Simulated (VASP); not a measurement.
## Ta3AsAu2O13 under changes of volume

One of the cells (14.545 Å³/atom); the others are scaled copies at fixed shape and fractional positions:

```
Ta As Au O
1.0
     6.84571   -1.93436   -0.02638
     6.84571    1.93436   -0.02638
    -1.73366    0.00000   10.44158
Ta As Au O
3 1 2 13
Direct
  0.29832 0.29832 0.63042
  0.35838 0.35838 0.00386
  0.64153 0.64153 0.99841
  0.70210 0.70210 0.36249
  0.60176 0.60176 0.63181
  0.39989 0.39989 0.36577
  0.34257 0.34257 0.80557
  0.41638 0.41638 0.55635
  0.78159 0.78159 0.59389
  0.65958 0.65958 0.20071
  0.59095 0.59095 0.43486
  0.21897 0.21897 0.41156
  0.61546 0.61546 0.82214
  0.14400 0.14400 0.64097
  0.38300 0.38300 0.17947
  0.84498 0.84498 0.35825
  0.50050 0.50050 0.00258
  0.81269 0.81269 0.99232
  0.18737 0.18737 0.00856
```

The cell was built by a generator and needn't be a form met in nature.

* Program: VASP 6.6.1
* Functional: PBE
* Potentials or basis: VASP PAW PBE potentials, release 64 (Ta_pv, As, Au, O)
* Cutoff: 520 eV
* k mesh: 7 × 7 × 3
* Occupations: fermi-dirac, width 0.05 eV
* Spin: no spin polarisation

```tsv
volume (Å³/atom)	energy over the lowest point (meV/atom)	pressure (GPa)	largest force (eV/Å)
13.404	?	?	?
13.690	15.44	8.9	0.795
13.975	3.26	4.5	0.484
14.545	0.00	-2.8	0.145
14.830	7.47	-5.9	0.420
15.116	20.17	-8.7	0.681
```

Question: What does the run at 13.404 Å³/atom give?

Answer: Energy over the lowest point 35.77 meV/atom; pressure 13.7 GPa; largest force 1.148 eV/Å.

Worked out: A Birch-Murnaghan fit of order 3 (a polynomial in V^(-2/3)) to the other rows has its minimum at 14.33 Å³/atom with B0 = V·E''(V) = 179 GPa and B' = 4.7 at fixed shape and positions, which overstates the stiffness. It gives 35.89 meV/atom at 13.404 Å³/atom, against the run's 35.77, and -dE/dV = 13.9 GPa, against 13.7.

Energies are extrapolated to zero smearing.

Caveats: forces of over 1 eV/Å show positions far from the minimum, so gaps and moduli don't describe the material at rest (some runs).
